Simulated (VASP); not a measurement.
Crystal: NbP.

```
CELL_PARAMETERS angstrom
-1.67492 1.67492 5.74011
1.67492 -1.67492 5.74011
1.67492 1.67492 -5.74011
ATOMIC_POSITIONS crystal
Nb 0.74988 0.74988 0.00000
Nb 0.49988 0.99988 0.50000
P 0.33275 0.33275 0.00000
P 0.08275 0.58275 0.50000
```

The cell is a database's computed one.

```yaml
Program: VASP 6.6.1
Task: relaxation of cell and atoms
Functional: LDA
Potentials_or_basis: VASP PAW LDA potentials, release 64 (Nb_sv, P)
Cutoff: 520 eV
k_mesh: 18 × 18 × 18
Occupations: gaussian, width 0.1 eV
Spin: no spin polarisation
```

At the start: pressure -9.5 GPa; volume 16.10 Å³/atom.

Question: How do energy, volume and symmetry change on relaxing?

Answer: Over 13 steps the energy falls by 24.6 meV/atom and the volume is 15.31 Å³/atom (-4.9 %); space group I4_1md (No. 109, to 0.05 Å).

Step by step:
```csv
step,energy change (eV),largest force (eV/Å),pressure (GPa),volume (Å³)
1,0.0000,0.0137,-9.50,64.41
2,0.2716,0.0465,23.70,55.91
3,-0.0965,0.0246,-0.32,61.39
4,-0.0965,0.0249,-0.04,61.30
5,-0.0965,0.0252,0.18,61.24
6,-0.0980,0.0415,0.19,61.20
7,-0.0981,0.0476,0.20,61.18
8,-0.0982,0.0076,-0.35,61.33
9,-0.0983,0.0142,-0.13,61.27
10,-0.0983,0.0117,0.10,61.21
11,-0.0983,0.0001,-0.01,61.24
12,-0.0983,0.0006,-0.01,61.24
13,-0.0983,0.0011,0.01,61.23
```

Final structure:
```
Nb P
1.0
    -1.65144    1.65144    5.61282
     1.65144   -1.65144    5.61282
     1.65144    1.65144   -5.61282
Nb P
2 2
Direct
  0.75020 0.75020 0.00000
  0.50020 0.00020 0.50000
  0.33242 0.33242 0.00000
  0.08242 0.58242 0.50000
```
